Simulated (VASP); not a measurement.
Calculation: PBEsol GGA, VASP's PBE PAW potentials (set 64) (plane waves; VASP).

The input files of a VASP run:

### INCAR
```
SYSTEM=GaN
PREC=Accurate; ENCUT=600; LREAL=F
LASPH=T
EDIFF=1E-7; NELM=100; ALGO=Normal
LMAXMIX=4
ISMEAR=0; SIGMA=0.05
GGA=PS
IBRION=2; NSW=30; ISIF=2
EDIFFG=-0.01
LWAVE=F; LCHARG=F
```

File POSCAR:
```
GaN
1.0
  1.6389586025  -2.8387595322   0.0000000000
  1.6389586025   2.8387595322   0.0000000000
  0.0000000000   0.0000000000   5.3355054843
Ga N
2 2
Cart
  1.6389586025  -0.9462550699   2.6679309523
  1.6389586025   0.9462550699   0.0001782102
  1.6389586025  -0.9462550699   4.6790600996
  1.6389586025   0.9462550699   2.0113073574
```

### KPOINTS
```
Automatic mesh
0
Gamma
8 8 4
0 0 0
```

POTCAR, in this order: Ga_d N (PBE.64 set). Program: vasp_std.

Output

**OSZICAR**
```
       N       E                     dE             d eps       ncg     rms          rms(c)
DAV:   1     0.287540822398E+03    0.28754E+03   -0.19889E+04  1360   0.324E+03
DAV:   2     0.888804381251E+01   -0.27865E+03   -0.27142E+03  1468   0.554E+02
DAV:   3    -0.278334329671E+02   -0.36721E+02   -0.36390E+02  1556   0.162E+02
DAV:   4    -0.294269110540E+02   -0.15935E+01   -0.15884E+01  1898   0.351E+01
DAV:   5    -0.294476410461E+02   -0.20730E-01   -0.20724E-01  1450   0.375E+00    0.977E+00
DAV:   6    -0.260630667274E+02    0.33846E+01   -0.13571E+01  2400   0.542E+01    0.309E+00
DAV:   7    -0.261219935927E+02   -0.58927E-01   -0.13291E+00  1406   0.104E+01    0.253E+00
DAV:   8    -0.261042520890E+02    0.17742E-01   -0.33816E-01  2330   0.703E+00    0.106E+00
DAV:   9    -0.260774138376E+02    0.26838E-01   -0.11989E-01  2258   0.538E+00    0.364E-01
DAV:  10    -0.260784064241E+02   -0.99259E-03   -0.60989E-03  1616   0.872E-01    0.118E-01
DAV:  11    -0.260780982739E+02    0.30815E-03   -0.26201E-03  2008   0.884E-01    0.536E-02
DAV:  12    -0.260781194455E+02   -0.21172E-04   -0.26171E-04  1436   0.132E-01    0.533E-02
DAV:  13    -0.260781101945E+02    0.92510E-05   -0.73178E-05  2238   0.784E-02    0.710E-03
DAV:  14    -0.260781113046E+02   -0.11100E-05   -0.11476E-05  1646   0.273E-02    0.203E-02
DAV:  15    -0.260781104135E+02    0.89104E-06   -0.15243E-06  1736   0.140E-02    0.121E-02
DAV:  16    -0.260781101357E+02    0.27779E-06   -0.25777E-06  1850   0.120E-02    0.144E-03
DAV:  17    -0.260781101582E+02   -0.22406E-07   -0.20069E-07  1198   0.416E-03
   1 F= -.26078110E+02 E0= -.26078110E+02  d E =-.260781E+02
```

OUTCAR:
```
------------------------ aborting loop because EDIFF is reached ----------------------------------------
  FORCE on cell =-STRESS in cart. coord.  units (eV):
  Direction    XX          YY          ZZ          XY          YZ          ZX
  --------------------------------------------------------------------------------------
  Total       -4.3326215     -4.3326214     -4.2431952      0.0000000      0.0000000      0.0000000
  in kB     -139.8167415   -139.8167377   -136.9308924      0.0000000      0.0000000      0.0000000
  external PRESSURE =    -138.8547905 kB  Pullay stress =       0.0000000 kB
  volume of cell :       49.65
      direct lattice vectors                 reciprocal lattice vectors
     1.638958603 -2.838759532  0.000000000     0.305071769 -0.176133270  0.000000000
     1.638958603  2.838759532  0.000000000     0.305071769  0.176133270  0.000000000
     0.000000000  0.000000000  5.335505484     0.000000000  0.000000000  0.187423666
  FREE ENERGIE OF THE ION-ELECTRON SYSTEM (eV)
  ---------------------------------------------------
  free  energy   TOTEN  =       -26.0781101582 eV

  energy  without entropy=      -26.0781101582  energy(sigma->0) =      -26.07811016

 reached required accuracy - stopping structural energy minimisation
```
(Selected blocks of OUTCAR.)

The compound is GaN in the wurtzite structure. This cell was strained or had an atom moved on purpose.
